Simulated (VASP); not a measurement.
Given:

```xyz
6
Lattice="1.6667 -2.8869 0.0000 1.6667 2.8869 0.0000 0.0000 0.0000 13.2046" Properties=species:S:1:pos:R:3 pbc="T T T"
W      1.6667     0.9623     3.3011
W      1.6667    -0.9623     9.9034
Se     1.6667     0.9623    11.6081
Se     1.6667    -0.9623     5.0058
Se     1.6667    -0.9623     1.5965
Se     1.6667     0.9623     8.1987
```

All values below come from optB86b-vdW, VASP's PBE PAW potentials (set 64) (plane waves; VASP). Settings: 520 eV cut-off, 8×8×2 Γ-centred mesh, Gaussian smearing of 0.050 eV, potentials W_sv Se.

Task: The ions and cell shape at fixed volume are relaxed. Which structure does the run end with?

Result: 
```xyz
6
Lattice="1.6557 -2.8677 0.0000 1.6557 2.8677 0.0000 0.0000 0.0000 13.3817" Properties=species:S:1:pos:R:3 pbc="T T T"
W      1.6557     0.9559     3.3454
W      1.6557    -0.9559    10.0363
Se     1.6557     0.9559    11.7216
Se     1.6557    -0.9559     5.0308
Se     1.6557    -0.9559     1.6601
Se     1.6557     0.9559     8.3510
```
Space group P6_3/mmc (194), at a tolerance of 0.03 Å.

Task: How much energy does the relaxation gain?

Result: The energy (σ→0) changes by -5.9 meV/atom, in 5 ionic steps.

```json
[
 {"step": "1", "E(σ→0) (eV)": "-31.3319", "max force (eV/Å)": "0.465", "pressure (GPa)": "-3.76", "volume (Å³)": "127.07"},
 {"step": "2", "E(σ→0) (eV)": "-31.3539", "max force (eV/Å)": "0.050", "pressure (GPa)": "-1.98", "volume (Å³)": "127.07"},
 {"step": "3", "E(σ→0) (eV)": "-31.3539", "max force (eV/Å)": "0.044", "pressure (GPa)": "-1.96", "volume (Å³)": "127.07"},
 {"step": "4", "E(σ→0) (eV)": "-31.3633", "max force (eV/Å)": "0.021", "pressure (GPa)": "-1.45", "volume (Å³)": "127.07"},
 {"step": "5", "E(σ→0) (eV)": "-31.3675", "max force (eV/Å)": "0.009", "pressure (GPa)": "-0.79", "volume (Å³)": "127.07"}
]
```

The compound is WSe2 in the 2H layered structure. This cell is one point of a volume scan, at 1.03 of the reference volume. Symmetry was kept, so distortions that lower it aren't found.
